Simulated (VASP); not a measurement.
Here is a VASP 6.6.1 calculation.

INCAR

```
SYSTEM = Be18Cl
PREC = Accurate
ENCUT = 520
EDIFF = 1E-6
ISMEAR = 0
SIGMA = 0.1
LREAL = Auto
LASPH = .TRUE.
NELM = 80
ALGO = Normal
ISIF = 2
LWAVE = .FALSE.
LCHARG = .FALSE.
GGA = CA
NBANDS = 36
```

Contents of KPOINTS:

```
Automatic mesh
0
G
  4 3 1
  0 0 0
```

File POSCAR:

```
Be18Cl
1.0
    4.5800000000      0.0000000000      0.0000000000
    3.4350000000      5.9495950000      0.0000000000
    0.0000000000      0.0000000000     15.5884300000
Be Cl
18 1
Direct
    0.0000000000      0.0000000000      0.0641500780
    0.5000000000      0.0000000000      0.0641500780
    0.0000000420      0.3333332773      0.0641500780
    0.5000000420      0.3333332773      0.0641500780
   -0.0000000420      0.6666667227      0.0641500780
    0.4999999580      0.6666667227      0.0641500780
   -0.1755902358      0.2166367627      0.1795881946
    0.3376696443      0.2240297029      0.1802960272
   -0.1727413730      0.5644449748      0.1738099347
    0.3383735362      0.5498192734      0.1770136569
   -0.1610252619      0.8887352837      0.1822717233
    0.3263422568      0.8972842689      0.1789208406
    0.0049377085     -0.0023961295      0.2962404809
    0.5017908627     -0.0100480789      0.2962140511
   -0.0181428358      0.3446975803      0.2825917684
    0.4955582629      0.3415217338      0.2978273630
    0.0044920831      0.6524970187      0.2873657578
    0.4990329443      0.6640937745      0.2901575078
    0.6595612433      0.1089390118      0.4008054692
```

Potentials or basis: VASP PAW LDA potentials, release 64 (Be, Cl).

The run is started by

```bash
$ cat potpaw_LDA.64/Be/POTCAR potpaw_LDA.64/Cl/POTCAR > POTCAR
$ mpirun -np 1 vasp_std > vasp.out
```

Predict the band gap on the k mesh.

none (metal or under the smearing width).

Predict the largest force.

0.384 eV/Å.

Forces on the atoms (eV/Å):
```
Be  -0.021 -0.024  0.004
Be   0.075 -0.081  0.044
Be  -0.069 -0.199  0.129
Be   0.030 -0.002  0.126
Be   0.147  0.133 -0.088
Be  -0.164  0.172 -0.302
Be   0.008  0.002 -0.001
Be   0.006 -0.002 -0.003
Be   0.010  0.007 -0.007
Be  -0.013 -0.011 -0.013
Be  -0.010 -0.007 -0.011
Be   0.000  0.009  0.009
Be  -0.020  0.017  0.023
Be   0.026  0.012  0.036
Be  -0.001 -0.008  0.019
Be   0.009  0.009  0.009
Be   0.005 -0.009  0.009
Be  -0.002  0.007  0.019
Cl  -0.015 -0.025 -0.005
```

Caveat: the k mesh is coarse (spacing up to 0.40 Å⁻¹), so the values aren't converged; an odd number of electrons without spin polarisation forces a metal; a magnetic or distorted state may lie lower.
